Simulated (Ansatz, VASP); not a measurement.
# Cross-check of TaInS3 between VASP and Ansatz, part 2 of 2

One calculation is typed for both programs; each brings its own data sets. How far apart do they land? The cell is generated by rule, not measured, and may not be a known phase. The cell is taken from a series of runs on this material, whose earlier steps may have relaxed, scaled, displaced or heated it; both programs get it as it stands.

VASP 6.6.1 and Ansatz 0.2.0.

So far: Starting point; VASP: zone-centre phonons, PBE.

## (2) VASP: zone-centre phonons, PBE (continued)

Level of this step: PBE; plane waves and PAW (In_d, Ta_pv, S); invented cell (VASP).

Numbers of over 12 decimals in the logs are rounded to 6 here.

OUTCAR, selected parts (step 2):

```text
ion  position               nearest neighbor table
   1  0.000  0.000  0.000-
   2  0.500  0.500  0.500-   3 2.43   4 2.43   5 2.43   3 2.43   4 2.43   5 2.43
   3  0.500  0.500  0.000-   2 2.43   2 2.43
   4  0.500  0.000  0.500-   2 2.43   2 2.43
   5  0.000  0.500  0.500-   2 2.43   2 2.43

  LATTYP: Found a simple cubic cell.
 ALAT       =     4.8575955774

 Subroutine GETGRP returns: Found 48 space group operations
 (whereof 48 operations were pure point group operations)

The static configuration has the point symmetry O_h .

 Found     35 irreducible k-points:

   k-points           NKPTS =     35   k-points in BZ     NKDIM =     35   number of bands    NBANDS=     27

   dimension x,y,z NGX =    36 NGY =   36 NGZ =   36
   dimension x,y,z NGXF=    72 NGYF=   72 NGZF=   72

   ENCUT  =  500.0 eV  36.75 Ry    6.06 a.u.   8.86  8.86  8.86*2*pi/ulx,y,z

   NELECT =      42.0000    total number of electrons

 k-points in reciprocal lattice and weights: Automatic mesh
   0.00000000  0.00000000  0.00000000       0.002
   0.12500000  0.00000000  0.00000000       0.012
   0.25000000  0.00000000  0.00000000       0.012
   0.37500000  0.00000000  0.00000000       0.012
   0.50000000  0.00000000  0.00000000       0.006
   0.12500000  0.12500000  0.00000000       0.023
   0.25000000  0.12500000  0.00000000       0.047
   0.37500000  0.12500000  0.00000000       0.047
   0.50000000  0.12500000  0.00000000       0.023
[...]
0.50000000  0.50000000  0.37500000       0.012
   0.50000000  0.50000000  0.50000000       0.002

 average (electrostatic) potential at core
       1 -96.0125       2 -39.6679       3 -86.7004       4 -86.7004       5 -86.7004

  Total       -0.0165234     -0.0165234     -0.0165234     -0.0000000     -0.0000000     -0.0000000
  in kB       -0.2309650     -0.2309650     -0.2309650     -0.0000000     -0.0000000     -0.0000000
  external PRESSURE =      -0.2309650 kB  Pullay stress =       0.0000000 kB

  energy-cutoff  :      500.00
  volume of cell :      114.62
      direct lattice vectors                 reciprocal lattice vectors
     4.857595577  0.000000000  0.000000000     0.205863165  0.000000000  0.000000000
[...]
POSITION                                       TOTAL-FORCE (eV/Angst)
 -----------------------------------------------------------------------------------
      0.00000      0.00000      0.00000         0.000000      0.000000      0.000000
      2.42880      2.42880      2.42880         0.000000      0.000000      0.000000
      2.42880      2.42880      0.00000         0.000000      0.000000      0.000000
      2.42880      0.00000      2.42880         0.000000      0.000000      0.000000
      0.00000      2.42880      2.42880         0.000000      0.000000      0.000000
 -----------------------------------------------------------------------------------
    total drift:                                0.000000      0.000000      0.000000

 Eigenvectors and eigenvalues of the dynamical matrix
 ----------------------------------------------------

   1 f  =    9.010247 THz    56.613051 2PiTHz  300.549484 cm-1    37.263370 meV
             X         Y         Z           dx          dy          dz
      0.000000  0.000000  0.000000     0.000000   -0.000000   -0.010754
      2.428798  2.428798  2.428798     0.000000   -0.000000   -0.099930
      2.428798  2.428798  0.000000     0.000000   -0.000000    0.889128
      2.428798  0.000000  2.428798     0.000000    0.000000   -0.315714
      0.000000  2.428798  2.428798    -0.000000   -0.000000   -0.315714

   2 f  =    9.010247 THz    56.613051 2PiTHz  300.549484 cm-1    37.263370 meV
             X         Y         Z           dx          dy          dz
      0.000000  0.000000  0.000000    -0.010723   -0.000820   -0.000000
      2.428798  2.428798  2.428798    -0.099640   -0.007617   -0.000000
      2.428798  2.428798  0.000000    -0.314795   -0.024066   -0.000000
      2.428798  0.000000  2.428798    -0.314795    0.067775    0.000000
      0.000000  2.428798  2.428798     0.886541   -0.024066    0.000000

   3 f  =    9.010247 THz    56.613051 2PiTHz  300.549484 cm-1    37.263370 meV
             X         Y         Z           dx          dy          dz
      0.000000  0.000000  0.000000    -0.000820    0.010723   -0.000000
      2.428798  2.428798  2.428798    -0.007617    0.099640    0.000000
      2.428798  2.428798  0.000000    -0.024066    0.314795    0.000000
      2.428798  0.000000  2.428798    -0.024066   -0.886541   -0.000000
      0.000000  2.428798  2.428798     0.067775    0.314795   -0.000000

   4 f  =    3.355388 THz    21.082523 2PiTHz  111.923688 cm-1    13.876763 meV
             X         Y         Z           dx          dy          dz
      0.000000  0.000000  0.000000     0.000000    0.000000    0.000000
      2.428798  2.428798  2.428798     0.000000   -0.000000    0.000000
      2.428798  2.428798  0.000000    -0.000682   -0.013630    0.000000
      2.428798  0.000000  2.428798     0.000682    0.000000    0.706975
      0.000000  2.428798  2.428798     0.000000    0.013630   -0.706975

   5 f  =    3.355388 THz    21.082523 2PiTHz  111.923688 cm-1    13.876763 meV
             X         Y         Z           dx          dy          dz
      0.000000  0.000000  0.000000     0.000000    0.000000   -0.000000
      2.428798  2.428798  2.428798    -0.000000    0.000000    0.000000
      2.428798  2.428798  0.000000     0.707093   -0.004440    0.000000
      2.428798  0.000000  2.428798    -0.707093    0.000000    0.000597
      0.000000  2.428798  2.428798    -0.000000    0.004440   -0.000597

   6 f  =    3.355388 THz    21.082523 2PiTHz  111.923688 cm-1    13.876763 meV
             X         Y         Z           dx          dy          dz
      0.000000  0.000000  0.000000     0.000000   -0.000000    0.000000
      2.428798  2.428798  2.428798     0.000000   -0.000000   -0.000000
      2.428798  2.428798  0.000000    -0.004427   -0.706961   -0.000000
      2.428798  0.000000  2.428798     0.004427   -0.000000   -0.013634
      0.000000  2.428798  2.428798     0.000000    0.706961    0.013634

   7 f  =    0.717183 THz     4.506196 2PiTHz   23.922661 cm-1     2.966031 meV
             X         Y         Z           dx          dy          dz
      0.000000  0.000000  0.000000     0.645282   -0.354711   -0.007447
      2.428798  2.428798  2.428798    -0.590272    0.324473    0.006812
      2.428798  2.428798  0.000000     0.027973   -0.015377    0.000446
      2.428798  0.000000  2.428798     0.027973    0.021258   -0.000323
      0.000000  2.428798  2.428798    -0.038671   -0.015377   -0.000323

   8 f  =    0.717183 THz     4.506196 2PiTHz   23.922661 cm-1     2.966031 meV
             X         Y         Z           dx          dy          dz
      0.000000  0.000000  0.000000    -0.354726   -0.645316    0.000346
      2.428798  2.428798  2.428798     0.324487    0.590304   -0.000317
      2.428798  2.428798  0.000000    -0.015377   -0.027975   -0.000021
      2.428798  0.000000  2.428798    -0.015377    0.038674    0.000015
      0.000000  2.428798  2.428798     0.021259   -0.027975    0.000015

   9 f  =    0.717183 THz     4.506196 2PiTHz   23.922661 cm-1     2.966031 meV
             X         Y         Z           dx          dy          dz
      0.000000  0.000000  0.000000    -0.006692    0.003284   -0.736348
      2.428798  2.428798  2.428798     0.006122   -0.003004    0.673576
      2.428798  2.428798  0.000000    -0.000290    0.000142    0.044129
      2.428798  0.000000  2.428798    -0.000290   -0.000197   -0.031921
      0.000000  2.428798  2.428798     0.000401    0.000142   -0.031921

  10 f/i=    0.036952 THz     0.232173 2PiTHz    1.232571 cm-1     0.152819 meV
             X         Y         Z           dx          dy          dz
      0.000000  0.000000  0.000000     0.022918    0.054739   -0.575749
      2.428798  2.428798  2.428798     0.025408    0.060685   -0.638285
      2.428798  2.428798  0.000000     0.011579    0.027655   -0.285269
      2.428798  0.000000  2.428798     0.011579    0.027122   -0.290873
      0.000000  2.428798  2.428798     0.011355    0.027655   -0.290873

  11 f/i=    0.036952 THz     0.232173 2PiTHz    1.232571 cm-1     0.152819 meV
             X         Y         Z           dx          dy          dz
      0.000000  0.000000  0.000000    -0.567474    0.113325   -0.011815
      2.428798  2.428798  2.428798    -0.629111    0.125634   -0.013098
      2.428798  2.428798  0.000000    -0.286692    0.057253   -0.005854
      2.428798  0.000000  2.428798    -0.286692    0.056150   -0.005969
      0.000000  2.428798  2.428798    -0.281169    0.057253   -0.005969

  12 f/i=    0.036952 THz     0.232173 2PiTHz    1.232571 cm-1     0.152819 meV
             X         Y         Z           dx          dy          dz
      0.000000  0.000000  0.000000     0.111610    0.564951    0.058156
      2.428798  2.428798  2.428798     0.123733    0.626314    0.064472
      2.428798  2.428798  0.000000     0.056386    0.285418    0.028815
      2.428798  0.000000  2.428798     0.056386    0.279919    0.029381
      0.000000  2.428798  2.428798     0.055300    0.285418    0.029381

  13 f/i=    1.378073 THz     8.658688 2PiTHz   45.967567 cm-1     5.699249 meV
             X         Y         Z           dx          dy          dz
      0.000000  0.000000  0.000000    -0.041778    0.071637    0.340197
      2.428798  2.428798  2.428798    -0.042103    0.072195    0.342845
      2.428798  2.428798  0.000000     0.066836   -0.114604   -0.343854
      2.428798  0.000000  2.428798     0.066836   -0.072407   -0.544241
      0.000000  2.428798  2.428798     0.042227   -0.114604   -0.544241

  14 f/i=    1.378073 THz     8.658688 2PiTHz   45.967567 cm-1     5.699249 meV
             X         Y         Z           dx          dy          dz
      0.000000  0.000000  0.000000    -0.340560   -0.077315   -0.025542
      2.428798  2.428798  2.428798    -0.343211   -0.077917   -0.025741
      2.428798  2.428798  0.000000     0.544822    0.123687    0.025817
      2.428798  0.000000  2.428798     0.544822    0.078146    0.040862
      0.000000  2.428798  2.428798     0.344221    0.123687    0.040862

  15 f/i=    1.378073 THz     8.658688 2PiTHz   45.967567 cm-1     5.699249 meV
             X         Y         Z           dx          dy          dz
      0.000000  0.000000  0.000000    -0.069890    0.333919   -0.078898
      2.428798  2.428798  2.428798    -0.070434    0.336518   -0.079512
      2.428798  2.428798  0.000000     0.111809   -0.534198    0.079746
      2.428798  0.000000  2.428798     0.111809   -0.337508    0.126219
      0.000000  2.428798  2.428798     0.070641   -0.534198    0.126219

 ELASTIC MODULI CONTR FROM IONIC RELAXATION (kBar)
 Direction    XX          YY          ZZ          XY          YZ          ZX
 --------------------------------------------------------------------------------
 XX           0.0000      0.0000      0.0000      0.0000      0.0000      0.0000
 YY           0.0000      0.0000      0.0000      0.0000      0.0000      0.0000
 ZZ           0.0000      0.0000      0.0000      0.0000      0.0000      0.0000
 XY           0.0000      0.0000      0.0000      0.0000      0.0000      0.0000
 YZ           0.0000      0.0000      0.0000      0.0000      0.0000      0.0000
 ZX           0.0000      0.0000      0.0000      0.0000      0.0000      0.0000
 --------------------------------------------------------------------------------
```

## (3) Ansatz: zone-centre phonons, PBE

Ansatz runs on its PAW soft_1 files.

The same cell, functional, mesh and smearing now go to Ansatz, which takes its cutoff from its data sets.

Input file input.yaml:

```yaml
crystal:
  lattice:
    - [4.8575955774, 0.0, 0.0]
    - [0.0, 4.8575955774, 0.0]
    - [0.0, 0.0, 4.8575955774]
  atoms:
    - { symbol: In, position: [0.0, 0.0, 0.0] }
    - { symbol: Ta, position: [0.5, 0.5, 0.5] }
    - { symbol: S, position: [0.5, 0.5, 0.0] }
    - { symbol: S, position: [0.5, 0.0, 0.5] }
    - { symbol: S, position: [0.0, 0.5, 0.5] }
kpoints:
  mp_grid: { grid: [8, 8, 8] }
hamiltonian:
  xc: pbe
  pseudopotentials: { kind: paw, azcp: { folder: soft_1 } }
scf:
  occupations: { method: methfessel_paxton, width: 0.2 }
output:
  eigenvalues: true
phonons:
  method: dfpt
```

Run with:

```console
$ ansatz run input.yaml --threads 4 --pin off --max-ram 16384MiB --backend cpu --events-out ev --progress --plain --runs-dir out
```

Log:

```text
zone centre: on kpoints.mp_grid the ground state, and the responses unless they are solved on pairs of k-points, stand on 125 of the mesh's 512 k-points, reduced under 8 symmetry operations, with k and −k counted as one. Each operation leaves every solved displacement unchanged or reverses it
Engine: ansatz 0.2.0, aarch64-unknown-linux-gnu
Pseudopotentials: kind: paw
Pseudopotential: In, paw, valence charge 13, recommended cutoff 420 eV (normal), soft_1/In.paw.azcp
Pseudopotential: Ta, paw, valence charge 13, recommended cutoff 420 eV (normal), soft_1/Ta.paw.azcp
Pseudopotential: S, paw, valence charge 6, recommended cutoff 420 eV (normal), soft_1/S.paw.azcp
Functional definition: PBE
  parameter kappa = 0.804
  parameter beta = 0.066725
  exchange = pbe_x(kappa = kappa, mu = beta*pi^2/3)
  correlation = pbe_c(beta = beta)
Crystal: 5 atoms, lattice volume = 114.621 Å³
Basis set: ecut = 420 eV, 2205 PW (Γ), exchange–correlation on 72×72×72 points (8 copies of the dense FFT grid, shifted against one another)
Bands: 27, of which v1, the nominal top of the filled ones, is band 22 counted from 1 (21 counted from 0)
Symmetry: 48 space group operations
k-points: 125 of 512 (irreducible under 8 space group operations)
Non-local potential: In, projectors of the file, l = 0: 2, l = 1: 2, l = 2: 2, l = 3: 1
Non-local potential: Ta, projectors of the file, l = 0: 3, l = 1: 2, l = 2: 2, l = 3: 1
Non-local potential: S, projectors of the file, l = 0: 2, l = 1: 2, l = 2: 1
PAW form: soft (Blöchl's): semilocal exchange-correlation on the pseudo side does not see the compensation charge
PAW one-centre angular grid: In, 590 points (default); XC on 64 Gauss nodes
PAW one-centre angular grid: Ta, 590 points (default); XC on 64 Gauss nodes
PAW one-centre angular grid: S, 110 points (default); XC on 64 Gauss nodes
Initial density: superposition of atomic densities (chi_scale 0.1, normalization cell, long waves kept (reshape's long-wave potential 0.00 eV rms))
Initial wavefunctions: pseudopotential atomic-orbital guess
Functional: x = pbe(κ = 0.804, μ = 0.219515), c = pbe(β = 0.066725)
SCF iter   1: F=—  HF=-18240.417781 eV  |F-HF|=—  |Δ(HF+E_count)|=         —  Δρ=2.55e-2  dr2=6.60e-1  ethr=3.10e-3  ⟨swp⟩=6.7  Hψ=15934  notcnv=0
preconditioner: auto → Kerker (q_TF=auto, 2.326 Å⁻¹)  [metal: Δε(μ)=0.130 eV  Ē_g=9.854 eV  σ=0.200 eV  W_gap=0.48  n_scr=26 (ndim 8)  ℏωp=20.8 eV  f_vac=0.000  D(μ)=1.49/eV (n_scr^D=6)]
SCF iter   2: F=—  HF=-18240.300098 eV  |F-HF|=—  |Δ(HF+E_count)|=   1.18e-1  S|Δr|=    0.00e0  Δρ=1.55e-2  dr2=2.82e-1  ethr=1.50e-3  ⟨swp⟩=1.0  Hψ=4375  notcnv=0
SCF iter   3: F=—  HF=-18240.238458 eV  |F-HF|=—  |Δ(HF+E_count)|=   6.16e-2  S|Δr|=    0.00e0  Δρ=3.07e-3  dr2=1.98e-2  ethr=6.41e-4  ⟨swp⟩=2.5  Hψ=5059  notcnv=0
SCF iter   4: F=—  HF=-18240.237195 eV  |F-HF|=—  |Δ(HF+E_count)|=   1.26e-3  S|Δr|=    0.00e0  Δρ=1.25e-3  dr2=3.60e-3  ethr=4.50e-5  ⟨swp⟩=2.4  Hψ=5856  notcnv=0  defer=32
SCF iter   5: F=—  HF=-18240.237570 eV  |F-HF|=—  |Δ(HF+E_count)|=   3.75e-4  S|Δr|=    0.00e0  Δρ=3.89e-4  dr2=4.92e-4  ethr=8.19e-6  ⟨swp⟩=2.0  Hψ=4399  notcnv=0  defer=32
SCF iter   6: F=—  HF=-18240.237611 eV  |F-HF|=—  |Δ(HF+E_count)|=   4.07e-5  S|Δr|=    0.00e0  Δρ=9.49e-5  dr2=1.09e-5  ethr=1.12e-6  ⟨swp⟩=2.0  Hψ=4573  notcnv=0  defer=36
SCF iter   7: F=—  HF=-18240.237618 eV  |F-HF|=—  |Δ(HF+E_count)|=   7.35e-6  S|Δr|=    0.00e0  Δρ=2.21e-5  dr2=5.15e-7  ethr=2.47e-8  ⟨swp⟩=2.0  Hψ=5581  notcnv=0  defer=39
SCF iter   8: F=—  HF=-18240.237617 eV  |F-HF|=—  |Δ(HF+E_count)|=   1.67e-6  S|Δr|=    0.00e0  Δρ=4.65e-6  dr2=3.78e-8  ethr=1.17e-9  ⟨swp⟩=2.0  Hψ=4976  notcnv=0  defer=63
SCF iter   9: F=—  HF=-18240.237617 eV  |F-HF|=—  |Δ(HF+E_count)|=   1.36e-8  S|Δr|=    0.00e0  Δρ=8.33e-7  dr2=9.20e-10  ethr=8.60e-11  ⟨swp⟩=2.2  Hψ=4986  notcnv=0  defer=63
SCF iter  10: F=—  HF=-18240.237617 eV  |F-HF|=—  |Δ(HF+E_count)|=  1.75e-10  S|Δr|=    0.00e0  Δρ=1.04e-7  dr2=1.11e-11  ethr=2.09e-12  ⟨swp⟩=2.2  Hψ=5585  notcnv=0  defer=63
SCF iter  11: F=-18240.237617 eV  HF=-18240.237617 eV  |F-HF|=1.09e-11  |Δ(HF+E_count)|=  7.28e-12  S|Δr|=    0.00e0  Δρ=3.12e-8  dr2=1.71e-12  ethr=1.00e-12  ⟨swp⟩=9.6  Hψ=17494  notcnv=0
SCF 1 converged in 11 iterations: F = -18240.237617 eV  dr2 = 1.71e-12
  greatest PAW one-centre occupation: 0.999 electrons in one spin orbital (limit 2), on the Ta atom at site 1 (counted from 0), in its partial waves of l = 0
DFPT response loops at Γ: preconditioner auto → Kerker (q_TF=auto, 2.326 Å⁻¹) (partly filled bands, converged f_vac=0.000); β = 1.00, the filter's whole step (`scf.mixing.beta` (0.50) is not read by the response loops under this deck's `scf.mixing.preconditioner`; to damp them name `kerker` or `kerker_dos`, under which they read `scf.mixing.beta`, and type it under 1.00, their step now; both keys bind the ground state too); Broyden in place of MSR1
SCF converged after 11 iterations
Stability not checked: this state was not tested for a lower state beside it, because cold or Methfessel-Paxton smearing, or corrected tetrahedra, fill the levels in a way that the test cannot read (fill_not_monotonic; see scf.lower_state_search)
Free energy (F): -18240.237617 eV
Harris-Foulkes:  -18240.237617 eV  (|F-HF|=1.09e-11)
Internal energy: -18240.245717 eV  (E = F + TS)
E sigma→0 (E₀):  -18240.239642 eV
Entropy (-TS):   0.008100 eV (1.620 meV/atom)
Fermi energy:    7.700512 eV
Step filling:    the computed levels leave a gap of 0.0011 eV = 0.0 smearing widths at the electron count; against every level under it full and every level over it empty, smearing changes F+E_penalty+E_count by +3.425 meV and its σ→0 estimate by +1.400 meV
--- Per-component energies (eV) ---
  E_band       = -279.114766
  E_kinetic    = 918.702680
  E_local      = -2512.121194  (includes V_loc(G=0)·N_el)
  E_nonlocal   = 419.220116
  E_hartree    = 931.852016
  E_xc         = -730.493346
  E_vxc        = -569.833372  (∫ρ·V_xc dr)
  E_paw        = -14332.945051  (= ΣΔE_a)
  E_vpaw       = -398.787300  (= ΣTr[D̂ρ^β])
  E_aug_tail   = 0.000238  (compensation charges beyond the density's cutoff)
  E_ewald      = -2934.461176
  E_smearing   = 0.008100  (= −TS)
  E_closure    = 0.000000  (closes the sum)
  Σ components = -18240.237617   (vs F -18240.237617, Δ=0.00e0)
--- Band table (eV; the first three rows and the last of 125) ---
  k-point 0: bands = [... 18 lower, 6.4344, 6.8434, 6.8434, 6.8434, 7.2211, 7.2211, 7.2211, 9.6216, ... 1 higher]
  k-point 1: bands = [... 18 lower, 6.3686, 6.5296, 6.7309, 6.7309, 7.2278, 7.9000, 7.9000, 9.6273, ... 1 higher]
  k-point 2: bands = [... 18 lower, 6.2192, 6.7618, 6.7618, 6.7830, 7.2443, 8.8268, 8.8268, 9.6392, ... 1 higher]
  k-point 124: bands = [... 18 lower, 4.5948, 7.7476, 7.7476, 7.7476, 10.0769, 10.0769, 10.0769, 13.8194, ... 1 higher]
--- Phonons (Γ-DFPT): 4 representative perturbations + reference, on 125 of 512 k-points (Σ response iterations 12) ---
  k mesh reduced under 8 symmetry operations, with k and −k counted as one. Each operation leaves every solved displacement unchanged or reverses it
  ASR residual: 1.825e-5 → 0.000e0 eV/Å²; symmetrization residual: 1.151e-5 eV/Å²
  ASR residual per site (eV/Å²): 1.31e-5 1.82e-5 1.48e-5 1.48e-5 1.48e-5
  Γ frequencies (cm⁻¹): -42.99 -42.99 -42.99 0.00 0.00 0.00 26.25 26.25 26.25 112.39 112.39 112.39 301.72 301.72 301.72
  non-analytic LO–TO correction: not included (Born effective charges unavailable; polar crystals: no LO–TO splitting at Γ)
```

## (4) Differences

Known differences besides the potentials themselves: the data sets hold 44 valence electrons in Ansatz (on its PAW soft_1 files) and 42 in VASP; the cutoff is 420 eV in Ansatz and 500 eV in VASP. Total energies have different zeros and are not compared.

Compared:

| quantity | Ansatz | VASP | difference |
| --- | --- | --- | --- |
| optical mode 1 to 3 (imaginary, printed as negative) (cm⁻¹) | -43.0 | -46.0 | +3.0 |
| optical mode 4 to 6 (cm⁻¹) | 26.2 | 23.9 | +2.3 |
| optical mode 7 to 9 (cm⁻¹) | 112.4 | 111.9 | +0.42 % |
| optical mode 10 to 12 (cm⁻¹) | 301.7 | 300.5 | +0.39 % |

Modes are paired by rising frequency, not by their patterns, so a pair may set unlike modes beside each other; they are those without the splitting of longitudinal modes.

## (5) Results

```json
{
 "r.m.s. difference of the optical zone-centre modes, each program's sorted by frequency (zone-centre phonons, PBE)": "2.0 cm⁻¹"
}
```

What this shows: The r.m.s. difference of the optical zone-centre modes, each program's sorted by frequency is 2.0 cm⁻¹ (zone-centre phonons, PBE). The data sets hold unlike numbers of valence electrons (44 in Ansatz and 42 in VASP), so part of the differences comes from the potentials. Such differences can come from data sets, numerical settings and the points named under the comparisons, not from the functional's error against experiment.

[Lines on the potential files, build, host, timing and source positions are cut from VASP's logs without a mark.]

[Logs are printed without paths, hosts, clocks, repeated set-up lines and the standing remarks that a program may print on its own settings, such as how far it seeks lower states.]

[Hosts, paths, dates, database ids (printed as entryN), source tags and the programs' standing remarks are cut or masked in the printed files.]
